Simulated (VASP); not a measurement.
Given:

```yaml
crystal:
  lattice:
    - [3.84506, 0.00000, -0.00335]
    - [0.00000, 3.86404, 0.00000]
    - [-1.82635, 0.00000, 6.53066]
  atoms:
    - { symbol: Ta, position: [0.64852, 0.00000, 0.79140] }
    - { symbol: Ta, position: [0.35148, 0.00000, 0.20860] }
    - { symbol: O, position: [0.66221, 0.50000, 0.79909] }
    - { symbol: O, position: [0.33779, 0.50000, 0.20091] }
    - { symbol: O, position: [0.18908, 0.00000, 0.87030] }
    - { symbol: O, position: [0.81092, 0.00000, 0.12970] }
    - { symbol: O, position: [0.50000, 0.00000, 0.50000] }
```

These are r2SCAN meta-GGA, VASP's PBE PAW potentials (set 64) (plane waves; VASP 6.6.1) values and carry that method's errors. Numerical set-up: 520 eV cut-off, 7×7×4 Γ-centred mesh, tetrahedra with Blöchl corrections, potentials Ta_pv O.

Unless said otherwise, spin-orbit coupling is left out, though it shifts the bands of the heavy elements here.

### Question
Give the energies of bands 17 to 30 at the high-symmetry points, in eV from the valence-band maximum.

### Answer

```tsv
band	Γ	Z	D	B	A	E	C2	Y2
17	-2.65	-4.92	-4.16	-2.78	-3.27	-5.04	-5.04	-3.22
18	-2.52	-3.23	-3.44	-2.63	-3.15	-4.95	-4.91	-3.21
19	-2.19	-2.75	-2.90	-2.57	-2.62	-3.88	-3.94	-2.60
20	-1.84	-2.60	-2.77	-1.76	-2.27	-3.78	-3.75	-2.24
21	-1.52	-2.47	-2.50	-1.25	-1.70	-3.50	-3.56	-1.70
22	-1.08	-2.45	-2.37	-1.10	-1.52	-2.46	-2.51	-1.53
23	-1.01	-2.39	-2.35	-1.01	-1.34	-2.06	-2.04	-1.30
24	-0.84	-1.91	-1.84	-0.90	-1.17	-0.71	-0.62	-1.23
25	-0.69	-1.70	-1.36	-0.84	-0.95	-0.12	-0.11	-0.96
26	-0.62	-0.33	-0.35	-0.79	-0.77	0.00	-0.03	-0.78
27	2.69	4.75	4.58	2.65	2.96	3.59	3.62	2.94
28	3.07	5.90	5.85	3.12	3.50	5.43	5.40	3.54
29	3.22	6.10	5.94	3.16	4.34	5.98	6.02	4.47
30	4.74	6.16	6.15	4.58	5.05	6.64	6.62	5.03
```

The gap is indirect, 2.65 eV, from the valence maximum at E to the conduction minimum at B.

The structure comes from a computed database's Ta2O5 entry (P2/m); how it stands against other phases isn't given here. It was relaxed first.
